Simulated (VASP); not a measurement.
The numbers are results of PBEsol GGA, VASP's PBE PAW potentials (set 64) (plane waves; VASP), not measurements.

VASP input:

**POSCAR**
```
Al3InAs4
11.5642030
  0.0000000000   0.2500691568   0.2500691568
  0.2500691568   0.0000000000   0.2500691568
  1.0000000304   1.0000000304   0.0002765970
In As Al
1 4 3
Cartesian
  0.9989311712   0.9989311712   0.0013454561
  0.1328202608   0.1328202608   0.1172488961
  0.3770830221   0.3770830221   0.1230552917
  0.6227321322   0.6227321322   0.1274753384
  0.8676844829   0.8676844829   0.1325921444
  0.5049458231   0.5049458231   0.4953308043
  0.7502006413   0.7502006413   0.5001451429
  0.7458100662   0.7458100662   0.0043974043
```

**INCAR**
```
PREC = Accurate
LMAXMIX = 4
EDIFF = 1E-7   ! SCF stop (eV)
NELM = 100
LWAVE = .FALSE.
ENCUT = 400   ! plane-wave cut-off (eV)
LREAL = .FALSE.   ! projection in real space or not
LCHARG = .FALSE.
SIGMA = 0.05   ! width (eV)
ISMEAR = 0   ! Gaussian
LORBIT = 11   ! lm-projected
ICHARG = 11
GGA = PS
ALGO = Normal   ! blocked Davidson
SYSTEM = Al3InAs4
LASPH = .TRUE.   ! aspherical one-centre terms
```

**KPOINTS**
```
k-points along high-symmetry lines
12
Line-mode
Reciprocal
  0.000000   0.000000   0.000000 ! GAMMA
  0.000000   0.000000  -0.500000 ! T

  0.000000   0.000000  -0.500000 ! T
 -0.328125   0.328125  -0.500000 ! H_2

 -0.343750   0.328125  -0.187500 ! H_0
  0.000000   0.500000   0.500000 ! L

  0.000000   0.500000   0.500000 ! L
  0.000000   0.000000   0.000000 ! GAMMA

  0.000000   0.000000   0.000000 ! GAMMA
 -0.335937   0.335937   0.000000 ! S_0

 -0.335938   0.328125  -0.343750 ! S_2
 -0.500000   0.000000  -1.000000 ! F

 -0.500000   0.000000  -1.000000 ! F
  0.000000   0.000000   0.000000 ! GAMMA
```

POTCAR, in this order: In_d As Al (PBE.64 set). Program: vasp_std. Read from the step before: CHGCAR.

What VASP printed:

OSZICAR:
```
       N       E                     dE             d eps       ncg     rms          rms(c)
DAV:   1     0.224521956158E+03    0.22452E+03   -0.14498E+04  4368   0.117E+03
DAV:   2    -0.838953218442E+01   -0.23291E+03   -0.22696E+03  5004   0.268E+02
DAV:   3    -0.322452597793E+02   -0.23856E+02   -0.22908E+02  5602   0.880E+01
DAV:   4    -0.331392584262E+02   -0.89400E+00   -0.88798E+00  5584   0.191E+01
DAV:   5    -0.331748475164E+02   -0.35589E-01   -0.35565E-01  6614   0.358E+00
DAV:   6    -0.331753915514E+02   -0.54404E-03   -0.54398E-03  5690   0.430E-01
DAV:   7    -0.331754140873E+02   -0.22536E-04   -0.22535E-04  6678   0.963E-02
DAV:   8    -0.331754144147E+02   -0.32745E-06   -0.32745E-06  5660   0.105E-02
DAV:   9    -0.331754144226E+02   -0.78876E-08   -0.78102E-08  4172   0.209E-03
   1 F= -.33175414E+02 E0= -.33175414E+02  d E =-.218054E-11
```

OUTCAR:
```
 val. band max:        4.1837632473   @ k =   0.0000   0.0000   0.0000

 cond. band min:       5.1085588879   @ k =   0.0000   0.0000   0.0000



 k-point     1 :       0.0000    0.0000    0.0000
  band No.  band energies     occupation
      1     -10.1362      2.00000
      2     -10.0660      2.00000
      3     -10.0660      2.00000
      4      -9.9358      2.00000
      5      -9.9358      2.00000
      6      -7.9483      2.00000
      7      -7.3730      2.00000
      8      -7.3623      2.00000
      9      -6.5254      2.00000
     10      -1.7526      2.00000
     11       0.2630      2.00000
     12       0.5392      2.00000
     13       2.8591      2.00000
     14       2.8591      2.00000
     15       3.1496      2.00000
     16       3.1496      2.00000
     17       3.4114      2.00000
     18       3.4114      2.00000
     19       3.8308      2.00000
     20       4.1837      2.00000
     21       4.1838      2.00000
     22       5.1086      0.00000
     23       5.5451      0.00000
     24       5.8969      0.00000
     25       6.1997      0.00000
     26       7.9418      0.00000

 k-point     2 :       0.0000    0.0000   -0.0455
  band No.  band energies     occupation
      1     -10.1362      2.00000
      2     -10.0660      2.00000
      3     -10.0660      2.00000
      4      -9.9358      2.00000
      5      -9.9358      2.00000
      6      -7.9470      2.00000
      7      -7.4151      2.00000
      8      -7.3190      2.00000
      9      -6.5282      2.00000
     10      -1.7471      2.00000
     11       0.1905      2.00000
     12       0.6150      2.00000
     13       2.8595      2.00000
     14       2.8595      2.00000
     15       3.1480      2.00000
     16       3.1480      2.00000
     17       3.4131      2.00000
     18       3.4131      2.00000
     19       3.8056      2.00000
     20       4.1831      2.00000
     21       4.1832      2.00000
     22       5.1294      0.00000
     23       5.5460      0.00000
...
```

The density is held fixed in this step, so its total energy and stress have no physical meaning. Unless said otherwise, spin-orbit coupling is left out, though it shifts the bands of the heavy elements here.

The structure was generated: Al3InAs4 was put into an ordered model structure (R3m), which need not be its known phase. It was relaxed first.
